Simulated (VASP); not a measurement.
Method: PBEsol GGA, VASP's PBE PAW potentials (set 64) (plane waves; VASP 6.6.1).

A VASP calculation is set up with these files.

**INCAR**
```
EDIFFG = -0.01   ! ionic stop
ALGO = Normal   ! blocked Davidson
LWAVE = .FALSE.
PREC = Accurate
ENCUT = 520   ! plane-wave cut-off (eV)
LASPH = .TRUE.   ! aspherical one-centre terms
ISIF = 3   ! ions, shape and volume
EDIFF = 1E-6   ! SCF stop (eV)
LMAXMIX = 4   ! l cut-off of mixed one-centre charges
LREAL = .FALSE.   ! projection in real space or not
NELM = 100   ! most electronic steps
GGA = PS
LCHARG = .FALSE.
NSW = 60   ! most ionic steps
IBRION = 2   ! conjugate gradients
SIGMA = 0.05   ! width (eV)
ISMEAR = 0   ! Gaussian
SYSTEM = CuI
```

POSCAR:
```
CuI
1.0
  0.0000000000   2.9728438232   2.9728438232
  2.9728438232   0.0000000000   2.9728438232
  2.9728438232   2.9728438232   0.0000000000
Cu I
1 1
Cartesian
  5.9456876464   5.9456876464   5.9456876464
  1.4864219116   1.4864219116   1.4864219116
```

### KPOINTS
```
Automatic mesh
0
Gamma
7 7 7
0 0 0
```

POTCAR, in this order: Cu I (PBE.64 set). Program: vasp_std.

Question: What will the output report for the number of irreducible k-points (NKPTS), largest plane-wave count, number of space-group operations, FFT grid (NGX, NGY, NGZ)?

Answer: 
```yaml
number of irreducible k-points (NKPTS): 20
largest_plane_wave_count: 1427
number_of_space_group_operations: 24
FFT grid (NGX, NGY, NGZ): 32 × 32 × 32
```

The compound is CuI in the zinc blende structure. This run relaxes it. Symmetry was kept, so distortions that lower it aren't found. The start is the result of an earlier pass.
